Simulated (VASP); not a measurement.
All values below come from AM05 GGA, VASP's PBE PAW potentials (set 64) (plane waves; VASP).

A VASP calculation is set up with these files.

**KPOINTS**
```
kpoints
0
G
  6 6 6
```

**INCAR**
```
LCHARG=.FALSE.
IBRION=2   ! conjugate gradients
NSW=60   ! most ionic steps
ISIF=3   ! ions, shape and volume
LASPH=.TRUE.   ! aspherical one-centre terms
ENCUT=520
EDIFF=1E-6
NELM=100   ! most electronic steps
EDIFFG=-0.01   ! ionic stop
SIGMA=0.05   ! width (eV)
LREAL=.FALSE.   ! projection in real space or not
LMAXMIX=4   ! l cut-off of mixed one-centre charges
PREC=Accurate
LWAVE=.FALSE.
SYSTEM=KI
ISMEAR=0
ALGO=Normal
GGA=AM   ! AM05
```

POSCAR:
```
KI
1
    0.0000000000     3.5350000000     3.5350000000
    3.5350000000     0.0000000000     3.5350000000
    3.5350000000     3.5350000000     0.0000000000
K I
1 1
Direct
  0.0000000000   0.0000000000   0.0000000000
  0.5000000000   0.5000000000   0.5000000000
```

POTCAR, in this order: K_sv I (PBE.64 set). Program: vasp_std.

Output

**OUTCAR**
```
 ion  position               nearest neighbor table
   1  0.000  0.000  0.000-   2 3.54   2 3.54   2 3.54   2 3.54   2 3.54   2 3.54
   2  0.500  0.500  0.500-   1 3.54   1 3.54   1 3.54   1 3.54   1 3.54   1 3.54
  LATTYP: Found a face centered cubic cell.
 ALAT       =     7.0700000000
 Subroutine PRICEL returns:
 Original cell was already a primitive cell.
 Subroutine GETGRP returns: Found 48 space group operations
The static configuration has the point symmetry O_h .
The dynamic configuration has the point symmetry O_h .
 Subroutine INISYM returns: Found 48 space group operations
 Subroutine IBZKPT returns following result:
 Found     16 irreducible k-points:

 Following reciprocal coordinates:
            Coordinates               Weight
  0.000000  0.000000  0.000000      1.000000
  0.166667  0.000000  0.000000      8.000000
  0.333333  0.000000  0.000000      8.000000
  0.500000  0.000000  0.000000      4.000000
  0.166667  0.166667  0.000000      6.000000
  0.333333  0.166667  0.000000     24.000000
  0.500000  0.166667  0.000000     24.000000
 -0.333333  0.166667  0.000000     24.000000
 -0.166667  0.166667  0.000000     12.000000
  0.333333  0.333333  0.000000      6.000000
  0.500000  0.333333  0.000000     24.000000
 -0.333333  0.333333  0.000000     12.000000
  0.500000  0.500000  0.000000      3.000000
  0.500000  0.333333  0.166667     24.000000
 -0.333333  0.333333  0.166667     24.000000
 -0.333333  0.500000  0.166667     12.000000
   k-points           NKPTS =     16   k-points in BZ     NKDIM =     16   number of bands    NBANDS=     12
   number of dos      NEDOS =    301   number of ions     NIONS =      2
   total plane-waves  NPLWV =  64000
   dimension x,y,z NGX =    40 NGY =   40 NGZ =   40
   dimension x,y,z NGXF=    80 NGYF=   80 NGZF=   80
   ions per type =               1   1
   PREC   = accura    normal or accurate (medium, high low for compatibility)
   ISTART =      0    job   : 0-new  1-cont  2-samecut
...
```

**OSZICAR**
```
       N       E                     dE             d eps       ncg     rms          rms(c)
DAV:   1     0.931736697657E+02    0.93174E+02   -0.66656E+03   384   0.114E+03
DAV:   2     0.240591665101E+00   -0.92933E+02   -0.87958E+02   476   0.250E+02
DAV:   3    -0.523398607075E+01   -0.54746E+01   -0.54554E+01   508   0.565E+01
DAV:   4    -0.555158047909E+01   -0.31759E+00   -0.31729E+00   692   0.111E+01
DAV:   5    -0.555274472562E+01   -0.11642E-02   -0.11642E-02   520   0.658E-01    0.287E+00
DAV:   6    -0.546141560044E+01    0.91329E-01   -0.13976E-01   480   0.263E+00    0.206E+00
DAV:   7    -0.546033517707E+01    0.10804E-02   -0.15659E-01   472   0.237E+00    0.925E-01
DAV:   8    -0.546911130437E+01   -0.87761E-02   -0.21419E-02   428   0.118E+00    0.244E-01
DAV:   9    -0.546900720953E+01    0.10409E-03   -0.11640E-03   516   0.210E-01    0.948E-02
DAV:  10    -0.546966084029E+01   -0.65363E-03   -0.95453E-04   428   0.198E-01    0.815E-02
DAV:  11    -0.546970601322E+01   -0.45173E-04   -0.10809E-04   492   0.644E-02    0.141E-02
DAV:  12    -0.546971299167E+01   -0.69785E-05   -0.13042E-05   472   0.316E-02    0.203E-02
DAV:  13    -0.546971623873E+01   -0.32471E-05   -0.43638E-06   448   0.150E-02    0.945E-03
DAV:  14    -0.546971667645E+01   -0.43773E-06   -0.11698E-06   444   0.759E-03
   1 F= -.54697167E+01 E0= -.54697167E+01  d E =-.546972E+01
       N       E                     dE             d eps       ncg     rms          rms(c)
DAV:   1    -0.549459180531E+01   -0.24876E-01   -0.49578E-01   452   0.666E+00    0.101E+00
DAV:   2    -0.547737343382E+01    0.17218E-01   -0.40588E-02   516   0.185E+00    0.396E-01
DAV:   3    -0.547217461763E+01    0.51988E-02   -0.14607E-02   684   0.947E-01    0.323E-01
DAV:   4    -0.547227686044E+01   -0.10224E-03   -0.27643E-04   672   0.117E-01    0.135E-01
DAV:   5    -0.547227896068E+01   -0.21002E-05   -0.58531E-04   728   0.137E-01    0.261E-02
DAV:   6    -0.547227659331E+01    0.23674E-05   -0.41235E-06   460   0.200E-02    0.135E-02
DAV:   7    -0.547227602223E+01    0.57108E-06   -0.34022E-06   584   0.127E-02
   2 F= -.54722760E+01 E0= -.54722760E+01  d E =-.255935E-02
       N       E                     dE             d eps       ncg     rms          rms(c)
DAV:   1    -0.551018783301E+01   -0.37911E-01   -0.81317E-01   456   0.849E+00    0.131E+00
DAV:   2    -0.548185608659E+01    0.28332E-01   -0.66943E-02   516   0.235E+00    0.508E-01
DAV:   3    -0.547332661203E+01    0.85295E-02   -0.23418E-02   688   0.119E+00    0.416E-01
DAV:   4    -0.547347131472E+01   -0.14470E-03   -0.46890E-04   680   0.140E-01    0.177E-01
DAV:   5    -0.547347771513E+01   -0.64004E-05   -0.97987E-04   720   0.177E-01    0.335E-02
DAV:   6    -0.547347349900E+01    0.42161E-05   -0.75211E-06   540   0.260E-02    0.177E-02
DAV:   7    -0.547347283322E+01    0.66578E-06   -0.51616E-06   560   0.162E-02
   3 F= -.54734728E+01 E0= -.54734728E+01  d E =-.375616E-02
```

**OUTCAR**
```
------------------------ aborting loop because EDIFF is reached ----------------------------------------
  FORCE on cell =-STRESS in cart. coord.  units (eV):
  Direction    XX          YY          ZZ          XY          YZ          ZX
  --------------------------------------------------------------------------------------
  Total        0.0056467      0.0056467      0.0056467      0.0000000     -0.0000000      0.0000000
  in kB        0.0988553      0.0988553      0.0988553      0.0000000     -0.0000000      0.0000000
  external PRESSURE =       0.0988553 kB  Pullay stress =       0.0000000 kB
  volume of cell :       91.52
      direct lattice vectors                 reciprocal lattice vectors
    -0.000000000  3.576781275  3.576781275    -0.139790488  0.139790488  0.139790488
     3.576781275 -0.000000000  3.576781275     0.139790488 -0.139790488  0.139790488
     3.576781275  3.576781275  0.000000000     0.139790488  0.139790488 -0.139790488
  FREE ENERGIE OF THE ION-ELECTRON SYSTEM (eV)
  ---------------------------------------------------
  free  energy   TOTEN  =        -5.4734728332 eV

  energy  without entropy=       -5.4734728332  energy(sigma->0) =       -5.47347283

 reached required accuracy - stopping structural energy minimisation
```
(Selected blocks of OUTCAR.)

CONTCAR:
```
KI
   1.00000000000000
    -0.0000000000000000    3.5767812751466974    3.5767812751466974
     3.5767812751466974   -0.0000000000000000    3.5767812751466974
     3.5767812751466974    3.5767812751466974    0.0000000000000000
  K               I
     1     1
Direct
     0.0000000000000000    0.0000000000000000    0.0000000000000000
     0.5000000000000000    0.5000000000000000    0.5000000000000000
```

Energy and stress use the plane-wave basis of the starting cell.

The compound is KI in the rock salt structure. This run relaxes it. Symmetry was kept, so distortions that lower it aren't found.
